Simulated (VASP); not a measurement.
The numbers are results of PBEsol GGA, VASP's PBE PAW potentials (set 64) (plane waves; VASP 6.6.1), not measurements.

A VASP calculation is set up with these files.

### KPOINTS
```
Automatic mesh
0
Gamma
12 12 12
0 0 0
```

**POSCAR**
```
PdIn
1.0
  3.0939584546   0.0000000000   0.0000000000
  0.0000000000   3.0939584546   0.0000000000
  0.0000000000   0.0000000000   3.0939584546
In Pd
1 1
Direct
  0.5000000000   0.5000000000   0.5000000000
  0.0000000000   0.0000000000   0.0000000000
```

INCAR:
```
SYSTEM = PdIn
PREC = Accurate
ENCUT = 500
EDIFF = 1E-6
NELM = 100
ALGO = Normal
LREAL = .FALSE.
LASPH = .TRUE.
ISMEAR = 1
SIGMA = 0.1
GGA = PS
LMAXMIX = 4
LWAVE = .FALSE.
LCHARG = .FALSE.
IBRION = 2
ISIF = 3
NSW = 40
EDIFFG = -0.02
PSTRESS = 300
```

POTCAR, in this order: In_d Pd (PBE.64 set). Program: vasp_std.

What will the output report for the number of irreducible k-points (NKPTS), largest plane-wave count, number of space-group operations, FFT grid (NGX, NGY, NGZ)?

```
Quantity                                       Value
--------------------------------------  ------------
number of irreducible k-points (NKPTS)            84
largest plane-wave count                         770
number of space-group operations                  48
FFT grid (NGX, NGY, NGZ)                24 × 24 × 24
```

The compound is PdIn in the CsCl type structure. It was relaxed first under an external pressure of 30 GPa. The electron count is odd and the run is not spin-polarised, which forces a metal.
